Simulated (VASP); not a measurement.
Method: PBE GGA, VASP's PBE PAW potentials (set 64) (plane waves; VASP).

VASP ran on this input.

File POSCAR:
```
FePt
1.0
  2.7200000000   0.0000000000   0.0000000000
  0.0000000000   2.7200000000   0.0000000000
  0.0000000000   0.0000000000   3.7100000000
Fe Pt
1 1
direct
  0.0000000000   0.0000000000   0.0000000000
  0.5000000000   0.5000000000   0.5000000000
```

### KPOINTS
```
Regular mesh
0
G
12 12 9
0 0 0
```

INCAR:
```
# general
SYSTEM =FePt
PREC   =Accurate
ENCUT  =400
LREAL  =.FALSE.
LASPH  =.TRUE.

# electronic loop
EDIFF  =1E-6
NELM   =100
ALGO   =Normal
LMAXMIX=6

# smearing
ISMEAR =1
SIGMA  =0.1

# functional
GGA    =PE

# spin
ISPIN  =2
MAGMOM =3.0 0.0

# ions
IBRION =2
NSW    =60
ISIF   =3
EDIFFG =-0.01

# output
LWAVE  =.FALSE.
LCHARG =.FALSE.
LORBIT =10
```

POTCAR, in this order: Fe Pt (PBE.64 set). Program: vasp_std.

Output

File OSZICAR:
```
       N       E                     dE             d eps       ncg     rms          rms(c)
DAV:   1     0.786186668592E+02    0.78619E+02   -0.74639E+03  8768   0.108E+03
DAV:   2    -0.136070395230E+02   -0.92226E+02   -0.82422E+02  8624   0.231E+02
DAV:   3    -0.161692923329E+02   -0.25623E+01   -0.24949E+01 10634   0.468E+01
DAV:   4    -0.161960048620E+02   -0.26713E-01   -0.26701E-01  9563   0.416E+00
DAV:   5    -0.161967495772E+02   -0.74472E-03   -0.74470E-03 11216   0.783E-01    0.167E+01
DAV:   6    -0.172371180311E+02   -0.10404E+01   -0.13551E+01  9171   0.823E+01    0.232E+01
DAV:   7    -0.149189953559E+02    0.23181E+01   -0.91121E+00 10805   0.788E+01    0.896E+00
DAV:   8    -0.148888251447E+02    0.30170E-01   -0.46446E-01  9964   0.105E+01    0.425E+00
DAV:   9    -0.148051426018E+02    0.83683E-01   -0.13232E-01 12225   0.772E+00    0.180E+00
DAV:  10    -0.147953999946E+02    0.97426E-02   -0.37315E-02 12664   0.368E+00    0.705E-01
DAV:  11    -0.147944494002E+02    0.95059E-03   -0.28724E-03 12269   0.103E+00    0.265E-01
DAV:  12    -0.147942773075E+02    0.17209E-03   -0.29996E-04 11612   0.264E-01    0.739E-02
DAV:  13    -0.147942818681E+02   -0.45606E-05   -0.52428E-05 10970   0.153E-01    0.400E-02
DAV:  14    -0.147942800750E+02    0.17932E-05   -0.59119E-06  9795   0.588E-02    0.140E-02
DAV:  15    -0.147942799373E+02    0.13762E-06   -0.29613E-06  7891   0.414E-02
   1 F= -.14794280E+02 E0= -.14793943E+02  d E =-.147943E+02  mag=     3.2738
       N       E                     dE             d eps       ncg     rms          rms(c)
DAV:   1    -0.152184035064E+02   -0.42412E+00   -0.73511E+00  8442   0.369E+01    0.481E+00
DAV:   2    -0.147854254438E+02    0.43298E+00   -0.11193E+00  9583   0.130E+01    0.305E+00
DAV:   3    -0.147876470966E+02   -0.22217E-02   -0.21691E-02  9815   0.188E+00    0.169E+00
DAV:   4    -0.147865586882E+02    0.10884E-02   -0.86545E-03 11286   0.242E+00    0.737E-01
DAV:   5    -0.147860736111E+02    0.48508E-03   -0.12412E-02 10223   0.289E+00    0.693E-01
DAV:   6    -0.147846611044E+02    0.14125E-02   -0.33419E-03 11917   0.137E+00    0.896E-02
DAV:   7    -0.147847025389E+02   -0.41434E-04   -0.20411E-04 10424   0.192E-01    0.536E-02
DAV:   8    -0.147847167423E+02   -0.14203E-04   -0.18274E-05 10757   0.571E-02    0.284E-02
DAV:   9    -0.147847200770E+02   -0.33347E-05   -0.38751E-06  9394   0.336E-02    0.661E-03
DAV:  10    -0.147847200119E+02    0.65061E-07   -0.97152E-07  4928   0.180E-02
   2 F= -.14784720E+02 E0= -.14784425E+02  d E =0.955993E-02  mag=     3.3512
       N       E                     dE             d eps       ncg     rms          rms(c)
DAV:   1    -0.149601866868E+02   -0.17547E+00   -0.27054E+00  8484   0.220E+01    0.305E+00
DAV:   2    -0.148022651513E+02    0.15792E+00   -0.40894E-01  9800   0.723E+00    0.183E+00
DAV:   3    -0.148057700082E+02   -0.35049E-02   -0.32111E-02 11186   0.445E+00    0.948E-01
DAV:   4    -0.148034622349E+02    0.23078E-02   -0.28391E-02 10605   0.451E+00    0.839E-01
DAV:   5    -0.148013218831E+02    0.21404E-02   -0.30188E-03 11105   0.141E+00    0.315E-01
DAV:   6    -0.148010175913E+02    0.30429E-03   -0.12764E-03 12292   0.523E-01    0.737E-02
DAV:   7    -0.148010131965E+02    0.43948E-05   -0.12525E-04 12116   0.217E-01    0.327E-02
DAV:   8    -0.148010180016E+02   -0.48051E-05   -0.79976E-06 10608   0.377E-02    0.216E-02
DAV:   9    -0.148010196246E+02   -0.16230E-05   -0.16197E-06  8007   0.130E-02    0.419E-03
DAV:  10    -0.148010195235E+02    0.10114E-06   -0.20377E-07  4480   0.766E-03
   3 F= -.14801020E+02 E0= -.14800633E+02  d E =-.673959E-02  mag=     3.3052
       N       E                     dE             d eps       ncg     rms          rms(c)
DAV:   1    -0.148010442694E+02   -0.24645E-04   -0.44133E-04  8561   0.283E-01    0.382E-02
DAV:   2    -0.148010190163E+02    0.25253E-04   -0.64380E-05  9793   0.948E-02    0.225E-02
DAV:   3    -0.148010192936E+02   -0.27729E-06   -0.14393E-06  5543   0.239E-02
   4 F= -.14801019E+02 E0= -.14800633E+02  d E =-.673936E-02  mag=     3.3045
       N       E                     dE             d eps       ncg     rms          rms(c)
DAV:   1    -0.148017871604E+02   -0.76814E-03   -0.33001E-02  9324   0.150E+00    0.164E-01
DAV:   2    -0.148017109637E+02    0.76197E-04   -0.19352E-03 10931   0.110E+00    0.242E-01
DAV:   3    -0.148013644778E+02    0.34649E-03   -0.10462E-03 10694   0.879E-01    0.790E-02
DAV:   4    -0.148012886153E+02    0.75862E-04   -0.13645E-04 10355   0.112E-01    0.323E-02
DAV:   5    -0.148012850520E+02    0.35633E-05   -0.11336E-05 11602   0.659E-02    0.113E-02
DAV:   6    -0.148012843698E+02    0.68224E-06   -0.94178E-07  4690   0.153E-02
   5 F= -.14801284E+02 E0= -.14800896E+02  d E =-.265076E-03  mag=     3.2986
       N       E                     dE             d eps       ncg     rms          rms(c)
DAV:   1    -0.148022743581E+02   -0.98931E-03   -0.60695E-02  9352   0.202E+00    0.221E-01
DAV:   2    -0.148021442850E+02    0.13007E-03   -0.34046E-03 10952   0.146E+00    0.333E-01
DAV:   3    -0.148015053890E+02    0.63890E-03   -0.19010E-03 10723   0.118E+00    0.108E-01
DAV:   4    -0.148013630994E+02    0.14229E-03   -0.24975E-04 10380   0.152E-01    0.440E-02
DAV:   5    -0.148013568931E+02    0.62063E-05   -0.20560E-05 11717   0.882E-02    0.155E-02
DAV:   6    -0.148013556200E+02    0.12731E-05   -0.18963E-06  6126   0.202E-02    0.722E-03
DAV:   7    -0.148013554767E+02    0.14326E-06   -0.61600E-07  4830   0.129E-02
   6 F= -.14801355E+02 E0= -.14800976E+02  d E =-.336183E-03  mag=     3.2899
```

File OUTCAR:
```
------------------------ aborting loop because EDIFF is reached ----------------------------------------
  FORCE on cell =-STRESS in cart. coord.  units (eV):
  Direction    XX          YY          ZZ          XY          YZ          ZX
  --------------------------------------------------------------------------------------
  Total        0.0090415      0.0090415      0.0021592      0.0000000      0.0000000      0.0000000
  in kB        0.5181236      0.5181236      0.1237347      0.0000000      0.0000000      0.0000000
  external PRESSURE =       0.3866606 kB  Pullay stress =       0.0000000 kB
  volume of cell :       27.96
      direct lattice vectors                 reciprocal lattice vectors
     2.727941316 -0.000000000  0.000000000     0.366576801  0.000000000 -0.000000000
    -0.000000000  2.727941316  0.000000000     0.000000000  0.366576801  0.000000000
     0.000000000 -0.000000000  3.757043016    -0.000000000 -0.000000000  0.266166769
 POSITION                                       TOTAL-FORCE (eV/Angst)
 -----------------------------------------------------------------------------------
      0.00000      0.00000      0.00000         0.000000     -0.000000      0.000000
      1.36397      1.36397      1.87852        -0.000000      0.000000      0.000000
 -----------------------------------------------------------------------------------
    total drift:                                0.000000     -0.000000     -0.000000
  FREE ENERGIE OF THE ION-ELECTRON SYSTEM (eV)
  ---------------------------------------------------
  free  energy   TOTEN  =       -14.8013554767 eV

  energy  without entropy=      -14.8002170235  energy(sigma->0) =      -14.80097599

 total charge

# of ion       s       p       d       tot
------------------------------------------
    1        0.405   0.441   6.111   6.957
    2        0.708   0.650   8.048   9.407
--------------------------------------------------
tot          1.113   1.091  14.159  16.363

 magnetization (x)

# of ion       s       p       d       tot
------------------------------------------
    1        0.005  -0.008   2.946   2.942
    2       -0.026  -0.068   0.422   0.328
--------------------------------------------------
tot         -0.021  -0.076   3.367   3.271

 reached required accuracy - stopping structural energy minimisation
```
(Selected blocks of OUTCAR.)

File CONTCAR:
```
FePt
   1.00000000000000
     2.7279413162746264   -0.0000000000000000    0.0000000000000000
    -0.0000000000000000    2.7279413162746264    0.0000000000000000
     0.0000000000000000   -0.0000000000000000    3.7570430156356269
  Fe              Pt
     1     1
Direct
     0.0000000000000000    0.0000000000000000    0.0000000000000000
     0.5000000000000000    0.5000000000000000    0.5000000000000000
```

The compound is FePt in the L1_0 structure. This run relaxes it. Symmetry was kept, so distortions that lower it aren't found.
